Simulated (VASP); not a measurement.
An input for Ansatz (written as the equivalent of a VASP run, and not itself run):

Ansatz 0.2 input:
```yaml
crystal:
  lattice:
    - [4.5818330, 0.0000000, 0.0000000]
    - [0.0000000, 4.5818330, 0.0000000]
    - [0.0000000, 0.0000000, 6.8095410]
  atoms:
    - { symbol: Ag, position: [0.0000000, 0.0000000, 0.0000000] }
    - { symbol: Ag, position: [0.5000000, 0.5000000, 0.0000000] }
    - { symbol: I, position: [0.0000000, 0.5000000, 0.7208200] }
    - { symbol: I, position: [0.5000000, 0.0000000, 0.2791800] }
kpoints:
  mp_grid: { grid: [4, 4, 3] }
hamiltonian:
  xc: pbesol
  pseudopotentials: { kind: paw }
scf:
  occupations: { method: fermi_dirac, width: 0.01 }
  max_iter: 100
relax:
  max_steps: 50
  f_tol: 0.01
  cell: {}
output: { forces: true, stress: true, eigenvalues: true }
```

Task: Translate this input to VASP (INCAR, KPOINTS, POSCAR, choice of POTCAR).

Result: Several could match; the one computed here: 
File POSCAR:
```
AgI
1.0
  4.5818330000   0.0000000000   0.0000000000
  0.0000000000   4.5818330000   0.0000000000
  0.0000000000   0.0000000000   6.8095410000
Ag I
2 2
Cart
  0.0000000000   0.0000000000   0.0000000000
  2.2909165000   2.2909165000   0.0000000000
  0.0000000000   2.2909165000   4.9084533436
  2.2909165000   0.0000000000   1.9010876564
```

### KPOINTS
```
kpoints
0
Gamma
 4 4 3
0 0 0
```

**INCAR**
```
# general
SYSTEM  = AgI
PREC    = Accurate
ENCUT   = 300
LREAL   = .FALSE.
LASPH   = .TRUE.

# electronic loop
EDIFF   = 1E-6
NELM    = 100
ALGO    = Normal
LMAXMIX = 4

# smearing
ISMEAR  = -1
SIGMA   = 0.01

# functional
GGA     = PS

# ions
IBRION  = 2
NSW     = 50
ISIF    = 3
EDIFFG  = -0.01

# output
LWAVE   = .FALSE.
LCHARG  = .FALSE.
```

POTCAR, in this order: Ag I (PBE.64 set). Program: vasp_std.

What does not carry over: each code has its own PAW files, so the cut-off isn't converted (ENCUT is set for VASP's; basis.ecutwfc is left out, and Ansatz then takes the one that its files recommend); Ansatz stops its SCF on the density residual and VASP on the energy change (EDIFF).

The structure comes from a computed database's AgI entry (P4/nmm); how it stands against other phases isn't given here. This run relaxes it. Symmetry was kept, so distortions that lower it aren't found. The run is one of a series of settings (EDIFFG = -0.01, IBRION = 2, ISIF = 3, NSW = 50 against the base run), some of them coarse on purpose.
